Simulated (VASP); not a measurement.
These are PBE GGA, VASP's PBE PAW potentials (set 64) (plane waves; VASP) values and carry that method's errors.

VASP ran on this input.

### KPOINTS
```
Automatic mesh
0
Gamma
7 7 7
0 0 0
```

**POSCAR**
```
CeO2
1
    0.0000000000     2.6162063528     2.6162063528
    2.6162063528     0.0000000000     2.6162063528
    2.6162063528     2.6162063528     0.0000000000
Ce O
1 2
Direct
  0.0000000000   0.0000000000   0.0000000000
  0.2500000000   0.2500000000   0.2500000000
  0.7500000000   0.7500000000   0.7500000000
```

**INCAR**
```
ALGO  =  Normal
EDIFF  =  1E-6
EDIFFG  =  -0.02
ENCUT  =  620
GGA  =  PE
IBRION  =  2
ISIF  =  3
ISMEAR  =  0
LASPH  =  .True.
LCHARG  =  .False.
LMAXMIX  =  6
LREAL  =  .False.
LWAVE  =  .False.
NELM  =  100
NSW  =  40
PREC  =  Accurate
PSTRESS  =  450
SIGMA  =  0.05
SYSTEM  =  CeO2
```

POTCAR, in this order: Ce O (PBE.64 set). Program: vasp_std.

The run wrote:

### OSZICAR
```
       N       E                     dE             d eps       ncg     rms          rms(c)
DAV:   1     0.241292630103E+03    0.24129E+03   -0.13155E+04   648   0.233E+03
DAV:   2     0.159701980782E+02   -0.22532E+03   -0.21681E+03   920   0.331E+02
DAV:   3    -0.293852153095E+02   -0.45355E+02   -0.38871E+02   872   0.156E+02
DAV:   4    -0.311999534503E+02   -0.18147E+01   -0.18146E+01  1008   0.365E+01
DAV:   5    -0.312958831138E+02   -0.95930E-01   -0.95920E-01  1040   0.693E+00    0.418E+01
DAV:   6    -0.275331666396E+02    0.37627E+01   -0.73086E+01   952   0.619E+01    0.165E+01
DAV:   7    -0.271853856100E+02    0.34778E+00   -0.88360E+01   952   0.106E+02    0.269E+01
DAV:   8    -0.261393433745E+02    0.10460E+01   -0.27957E+00   912   0.197E+01    0.114E+01
DAV:   9    -0.258217854915E+02    0.31756E+00   -0.41561E+00  1016   0.182E+01    0.226E+00
DAV:  10    -0.258096535849E+02    0.12132E-01   -0.25363E-01  1032   0.440E+00    0.718E-01
DAV:  11    -0.258251321209E+02   -0.15479E-01   -0.74143E-02  1048   0.238E+00    0.200E+00
DAV:  12    -0.258184174998E+02    0.67146E-02   -0.33442E-01   944   0.527E+00    0.145E+00
DAV:  13    -0.258125809556E+02    0.58365E-02   -0.43777E-02   968   0.215E+00    0.193E-01
DAV:  14    -0.258125953116E+02   -0.14356E-04   -0.15970E-03  1120   0.321E-01    0.100E-01
DAV:  15    -0.258126276137E+02   -0.32302E-04   -0.10042E-04   880   0.920E-02    0.273E-02
DAV:  16    -0.258126238998E+02    0.37139E-05   -0.70596E-05   936   0.704E-02    0.216E-02
DAV:  17    -0.258126228137E+02    0.10861E-05   -0.37657E-06   656   0.230E-02    0.357E-03
DAV:  18    -0.258126227636E+02    0.50166E-07   -0.95304E-07   480   0.113E-02
   1 F= -.15753782E+02 E0= -.15753782E+02  d E =-.157538E+02
       N       E                     dE             d eps       ncg     rms          rms(c)
DAV:   1    -0.276856745994E+02   -0.18731E+01   -0.12760E+02   744   0.130E+02    0.517E+01
DAV:   2    -0.243487148785E+02    0.33370E+01   -0.11563E+01   992   0.384E+01    0.143E+01
DAV:   3    -0.237457973023E+02    0.60292E+00   -0.28101E+00   848   0.149E+01    0.132E+00
DAV:   4    -0.237480474609E+02   -0.22502E-02   -0.30119E-01  1104   0.293E+00    0.723E-01
DAV:   5    -0.237530602587E+02   -0.50128E-02   -0.15986E-02  1032   0.129E+00    0.809E-01
DAV:   6    -0.237687817523E+02   -0.15721E-01   -0.76859E-02  1208   0.165E+00    0.813E-01
DAV:   7    -0.237667644711E+02    0.20173E-02   -0.68296E-03   856   0.945E-01    0.413E-01
DAV:   8    -0.237659675828E+02    0.79689E-03   -0.49854E-03   720   0.901E-01    0.127E-01
DAV:   9    -0.237660393705E+02   -0.71788E-04   -0.40520E-04  1144   0.156E-01    0.365E-02
DAV:  10    -0.237660456679E+02   -0.62974E-05   -0.15297E-05   784   0.345E-02    0.200E-02
DAV:  11    -0.237660462223E+02   -0.55438E-06   -0.59890E-06   880   0.166E-02
   2 F= -.15248676E+02 E0= -.15248676E+02  d E =0.505107E+00
       N       E                     dE             d eps       ncg     rms          rms(c)
DAV:   1    -0.277935435981E+02   -0.40275E+01   -0.66192E+01   648   0.850E+01    0.404E+01
DAV:   2    -0.270466191363E+02    0.74692E+00   -0.41924E+01   928   0.822E+01    0.814E+00
DAV:   3    -0.255725839669E+02    0.14740E+01   -0.12591E+01   936   0.324E+01    0.900E+00
DAV:   4    -0.254698752945E+02    0.10271E+00   -0.91125E-01   968   0.110E+01    0.208E+00
DAV:   5    -0.254579275199E+02    0.11948E-01   -0.17289E-01   952   0.274E+00    0.140E+00
DAV:   6    -0.254600539363E+02   -0.21264E-02   -0.29113E-02  1072   0.132E+00    0.794E-01
DAV:   7    -0.254625011873E+02   -0.24473E-02   -0.56562E-02   960   0.253E+00    0.190E+00
DAV:   8    -0.254572164337E+02    0.52848E-02   -0.44167E-02   944   0.210E+00    0.650E-02
DAV:   9    -0.254572943380E+02   -0.77904E-04   -0.79683E-04   920   0.198E-01    0.281E-02
DAV:  10    -0.254572934452E+02    0.89275E-06   -0.98880E-05  1048   0.879E-02    0.346E-02
DAV:  11    -0.254572943350E+02   -0.88975E-06   -0.26163E-06   584   0.135E-02
   3 F= -.15832262E+02 E0= -.15832262E+02  d E =-.784794E-01
       N       E                     dE             d eps       ncg     rms          rms(c)
DAV:   1    -0.254379216738E+02    0.19372E-01   -0.19975E-02   688   0.153E+00    0.603E-01
DAV:   2    -0.254374042117E+02    0.51746E-03   -0.45365E-03   992   0.768E-01    0.966E-02
DAV:   3    -0.254373410016E+02    0.63210E-04   -0.29973E-03   944   0.492E-01    0.174E-01
DAV:   4    -0.254372355274E+02    0.10547E-03   -0.79325E-04   968   0.287E-01    0.135E-02
DAV:   5    -0.254372364080E+02   -0.88060E-06   -0.38397E-05  1056   0.343E-02    0.163E-02
DAV:   6    -0.254372373754E+02   -0.96738E-06   -0.14792E-06   536   0.756E-03
   4 F= -.15832434E+02 E0= -.15832434E+02  d E =-.786517E-01
```

### OUTCAR
```
------------------------ aborting loop because EDIFF is reached ----------------------------------------
  FORCE on cell =-STRESS in cart. coord.  units (eV):
  Direction    XX          YY          ZZ          XY          YZ          ZX
  --------------------------------------------------------------------------------------
  Total        9.6020302      9.6020302      9.6020302      0.0000000     -0.0000000     -0.0000000
  in kB      449.8700760    449.8700760    449.8700760      0.0000000     -0.0000000     -0.0000000
  external PRESSURE =      -0.1299240 kB  Pullay stress =     450.0000000 kB
  volume of cell :       34.20
      direct lattice vectors                 reciprocal lattice vectors
     0.000000000  2.576235236  2.576235236    -0.194081656  0.194081656  0.194081656
     2.576235236  0.000000000  2.576235236     0.194081656 -0.194081656  0.194081656
     2.576235236  2.576235236 -0.000000000     0.194081656  0.194081656 -0.194081656
 POSITION                                       TOTAL-FORCE (eV/Angst)
 -----------------------------------------------------------------------------------
      2.57624      5.15247      2.57624         0.000000     -0.000000      0.000000
      1.28812      1.28812      1.28812         0.000000      0.000000      0.000000
      3.86435      3.86435      3.86435        -0.000000     -0.000000     -0.000000
 -----------------------------------------------------------------------------------
    total drift:                               -0.000000     -0.000000      0.000000
  FREE ENERGIE OF THE ION-ELECTRON SYSTEM (eV)
  ---------------------------------------------------
  free  energy   TOTEN  =       -25.4372373754 eV

  energy  without entropy=      -25.4372373754  energy(sigma->0) =      -25.43723738
  enthalpy is  TOTEN    =       -15.8324340807 eV   P V=        9.6048032947

 reached required accuracy - stopping structural energy minimisation
```
(Selected blocks of OUTCAR.)

**CONTCAR**
```
CeO2
   1.00000000000000
     0.0000000000000000    2.5762352363539147    2.5762352363539147
     2.5762352363539147    0.0000000000000000    2.5762352363539147
     2.5762352363539147    2.5762352363539147   -0.0000000000000000
  Ce              O
     1     2
Direct
     1.0000000000000000    0.0000000000000000    1.0000000000000000
     0.2500000000000000    0.2500000000000000    0.2500000000000000
     0.7500000000000000    0.7500000000000000    0.7500000000000000
```

OUTCAR:
```
 val. band max:        7.0719985270   @ k =  -0.2857   0.2857   0.0000

 cond. band min:       9.4634932669   @ k =  -0.4286   0.1429   0.0000


 Fermi energy:         7.3366578783

 k-point     1 :       0.0000    0.0000    0.0000
  band No.  band energies     occupation
      1     -25.2644      2.00000
      2      -9.5899      2.00000
      3      -8.7948      2.00000
      4      -7.1522      2.00000
      5      -7.1522      2.00000
      6      -7.1522      2.00000
      7       2.1782      2.00000
      8       2.1782      2.00000
      9       2.1782      2.00000
     10       6.1106      2.00000
     11       6.1106      2.00000
     12       6.1106      2.00000
     13       9.9209      0.00000
     14       9.9209      0.00000
     15       9.9209      0.00000
     16      10.3165      0.00000

 k-point     2 :       0.1429    0.0000    0.0000
  band No.  band energies     occupation
      1     -25.1885      2.00000
      2     -10.4143      2.00000
      3      -9.0005      2.00000
      4      -7.2375      2.00000
      5      -7.2375      2.00000
      6      -6.3835      2.00000
      7       2.4119      2.00000
      8       2.4119      2.00000
      9       2.8699      2.00000
     10       5.9419      2.00000
     11       6.0400      2.00000
     12       6.0400      2.00000
     13       9.8837      0.00000
     14       9.8837      0.00000
     15       9.9235      0.00000
     16      10.3397      0.00000

 k-point     3 :       0.2857    0.0000    0.0000
  band No.  band energies     occupation
      1     -25.0103      2.00000
      2     -11.6383      2.00000
      3      -9.4281      2.00000
      4      -7.4178      2.00000
      5      -7.4178      2.00000
      6      -5.2078      2.00000
      7       2.8783      2.00000
      8       2.8783      2.00000
      9       4.3263      2.00000
     10       5.7508      2.00000
     11       5.9873      2.00000
     12       5.9873      2.00000
     13       9.7911      0.00000
...
```

Energy and stress use the plane-wave basis of the starting cell.

The compound is CeO2 in the fluorite structure. This run relaxes it under an external pressure of 45 GPa. Symmetry was kept, so distortions that lower it aren't found. The run is not spin-polarised, so no magnetic state was tried.
